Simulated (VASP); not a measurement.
Here is a VASP 6.6.1 calculation.

Contents of INCAR:

```
ALGO = Fast
EDIFF = 1E-6
ENCUT = 520
GGA = PS
ISIF = 2
ISMEAR = -1
LASPH = True
LCHARG = True
LELF = True
LREAL = False
LVHAR = True
LWAVE = False
NBANDS = 50
NELM = 100
PREC = Accurate
SIGMA = 0.1
```

File KPOINTS:

```
k-points
0
Gamma
  3 2 3
```

The input POSCAR:

```
SnPHO3
1.0
    4.5832470500      0.0429597200      4.0306243200
    3.4814088000     -6.5044285100     -0.0761771600
    2.4490200500     -0.0031599600     -4.1316512200
Sn P O H
2 2 6 2
Direct
    0.7625840953      0.2707402093      0.8332583262
    0.0209098497      0.7374347944      0.5903177520
    0.3609552247      0.2796570137      0.2526874546
    0.6510022622      0.7144665385      0.0295423094
    0.6011655675      0.1593628946      0.2099232722
    0.7742209182      0.8318920119      0.8529203709
    0.1264786513      0.4273011673      0.9742505173
    0.5794896802      0.5659370600      0.9036718061
    0.4110458361      0.3931703335      0.4721854872
    0.8049045265      0.6215562457      0.3662413136
    0.2930954500      0.1148756113      0.4117447627
    0.4211086884      0.8718683362      0.0086862286
```

Potentials or basis: VASP PAW PBE potentials, release 64 (Sn_d, P, O, H).

Launch:

```sh
$ cat potpaw_PBE.64/Sn_d/POTCAR potpaw_PBE.64/P/POTCAR potpaw_PBE.64/O/POTCAR potpaw_PBE.64/H/POTCAR > POTCAR
$ mpirun -np 1 vasp_std > vasp.out
```

Task: Predict the band gap on the k mesh.

Result: 3.61 eV, indirect (least direct gap 3.75 eV).

Task: Predict the largest force.

Result: 2.409 eV/Å.

Task: What does it give for the pressure?

Result: -3.1 GPa.

Forces on the atoms (eV/Å):
```
Sn  -0.371 -0.622 -0.512
Sn   0.550  0.622 -0.363
P   -1.436 -0.651 -1.821
P    0.128 -0.751 -0.760
O   -0.068  0.305  1.876
O   -0.103 -0.244  0.666
O    1.404  0.841  0.440
O   -0.092  0.592  0.255
O    0.275 -0.077 -0.392
O   -0.690  0.467 -0.341
H    0.213 -0.978  0.650
H    0.190  0.497  0.302
```

Caveat: the k mesh is coarse (spacing up to 0.48 Å⁻¹), so the values aren't converged; the PAW data sets were made with another functional, which shifts forces and pressure a little; spin-orbit coupling is left out, which moves the levels of the heavy elements; an odd mesh through Γ misses points on the zone boundary, where band edges often lie.
